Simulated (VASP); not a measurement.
An input for Ansatz (written as the equivalent of a VASP run, and not itself run):

Ansatz 0.2 input:
```yaml
crystal:
  lattice:
    - [0.0000000, 2.7306101, 2.7306101]
    - [2.7306101, 0.0000000, 2.7306101]
    - [2.7306101, 2.7306101, 0.0000000]
  atoms:
    - { symbol: Ce, position: [0.0000000, 0.0000000, 0.0000000] }
    - { symbol: O, position: [0.2500000, 0.2500000, 0.2500000] }
    - { symbol: O, position: [0.7500000, 0.7500000, 0.7500000] }
kpoints:
  mp_grid: { grid: [8, 8, 8] }
hamiltonian:
  xc: pbe
  pseudopotentials: { kind: paw }
scf:
  occupations: { method: tetrahedron }
  max_iter: 100
output: { forces: true, stress: true, eigenvalues: true }
```

Problem. Write the VASP files for the same calculation (PBE).

Solution. One answer among several that fit: 
KPOINTS:
```
K-points
0
Gamma
8 8 8
0 0 0
```

File POSCAR:
```
CeO2
1
    0.0000000000     2.7306101479     2.7306101479
    2.7306101479     0.0000000000     2.7306101479
    2.7306101479     2.7306101479     0.0000000000
Ce O
1 2
Direct
  0.0000000000   0.0000000000   0.0000000000
  0.2500000000   0.2500000000   0.2500000000
  0.7500000000   0.7500000000   0.7500000000
```

INCAR:
```
SYSTEM = CeO2
PREC = Accurate; ENCUT = 520; LREAL = .FALSE.
LASPH = .TRUE.
EDIFF = 1E-7; NELM = 100; ALGO = Normal
LMAXMIX = 6
ISMEAR = -5
GGA = PE
ISIF = 2
LWAVE = .FALSE.; LCHARG = .TRUE.; LORBIT = 11
NEDOS = 601
LEFG = .TRUE.
```

POTCAR, in this order: Ce O (PBE.64 set). Program: vasp_std.

Limits of the translation: each code has its own PAW files, so the cut-off isn't converted (ENCUT is set for VASP's; basis.ecutwfc is left out, and Ansatz then takes the one that its files recommend); Ansatz stops its SCF on the density residual and VASP on the energy change (EDIFF); the field gradients of LEFG aren't asked of the other code.

The compound is CeO2 in the fluorite structure. It was relaxed first.
